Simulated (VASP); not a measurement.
These are PBE GGA, VASP's PBE PAW potentials (set 64) (plane waves; VASP 6.6.1) values and carry that method's errors. For the first row: Numerical set-up: 520 eV cut-off, 9×9×5 Γ-centred mesh, tetrahedra with Blöchl corrections, potentials Si C.

```json
[
 {"system": "SiC (wurtzite)", "energy (eV/atom)": "-7.5274"},
 {"system": "Si (diamond)", "energy (eV/atom)": "-5.4230"},
 {"system": "C (graphite)", "energy (eV/atom)": "-9.2262"}
]
```

The references are the elements' solids at the same level; no temperature or zero-point terms are added.  Without a dispersion term in the relaxation, distances and binding between the weakly bound layers, chains or molecules are unreliable, and so is what depends on them.

Question: What is the formation energy per atom of SiC?

Answer: The references average (2×(-5.4230) + 2×(-9.2262))/4 = -7.3246 eV, so the formation energy is -7.5274 − (-7.3246) = -0.203 eV/atom.
